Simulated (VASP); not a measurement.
LiCl (rock salt): the lattice constant a from VASP (plane waves, PAW) at several levels of theory. Static lattice.

```csv
level,lattice constant a (Å)
LDA,4.966
PBE,5.150
PBEsol,5.066
r2SCAN,5.093
```

The cell of the LDA run:

```
LiCl
1.0
    0.00000     2.48292     2.48292
    2.48292     0.00000     2.48292
    2.48292     2.48292     0.00000
Li Cl
1 1
Direct
  0.00000   0.00000   0.00000
  0.50000   0.50000   0.50000
```

Only levels that ran to the end are used. Left out are those held back, those with too coarse a band path, GW runs whose mesh misses a band edge, hybrids' fits of cells that aren't cubic and levels without matching references; a question may draw on a part of the rest.

The compound is LiCl in the rock salt structure.
